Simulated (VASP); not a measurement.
Here is a VASP 6.6.1 calculation.

run.py

```python
from ase.calculators.vasp import Vasp
from ase.dft.bandgap import bandgap
from ase.io import read

atoms = read('TlGe4.xyz')
calc = Vasp(
    directory='calc',
    xc='vdw-df-cx',
    pp='PBE',
    setups='minimal',
    prec='Accurate',
    encut=500,
    ediff=1e-06,
    ismear=0,
    sigma=0.1,
    lreal=False,
    lasph=True,
    nelm=60,
    algo='Normal',
    isif=2,
    lwave=False,
    lcharg=False,
    kpts=[9, 9, 9],
    gamma=True,
)
atoms.calc = calc

print('energy (eV):', atoms.get_potential_energy())
print('free energy (eV):', atoms.get_potential_energy(force_consistent=True))
print('forces (eV/A):')
print(atoms.get_forces())
print('stress (eV/A^3, Voigt):', atoms.get_stress())
print('Fermi level (eV):', calc.get_fermi_level())
gap, top, bottom = bandgap(calc)
print('band gap (eV):', gap, 'from (spin, k, band)', top, 'to', bottom)
```

Contents of TlGe4.xyz:

```xyz
5
Lattice="-2.1085279669 2.1085279669 5.5951938678 2.1085279669 -2.1085279669 5.5951938678 2.1085279669 2.1085279669 -5.5951938678" Properties=species:S:1:pos:R:3 pbc="T T T"
Tl     0.0000000000      0.0000000000      0.0000000000
Ge     0.0000000000      2.1085279669      2.7975969339
Ge     0.0000000000      0.0000000000      4.3567927116
Ge     0.0000000000      0.0000000000      6.8335950240
Ge     2.1085279669      0.0000000000      2.7975969339
```

Potentials or basis: VASP PAW PBE potentials, release 64 (Tl, Ge).

Run with:

```bash
$ python run.py
```

Question: What does it give for the largest force?

Answer: 0.441 eV/Å.

Question: Estimate the band gap on the k mesh.

Answer: None (metal or under the smearing width).

Question: What does it give for the pressure?

Answer: 10.3 GPa.

Stress tensor (GPa, compression positive):
```
10.03  0.00  0.00
 0.00 10.03  0.00
 0.00  0.00 10.94
```

Caveat: the PAW data sets were made with another functional, which shifts forces and pressure a little. Spin-orbit coupling is left out, which matters for the levels of Tl.
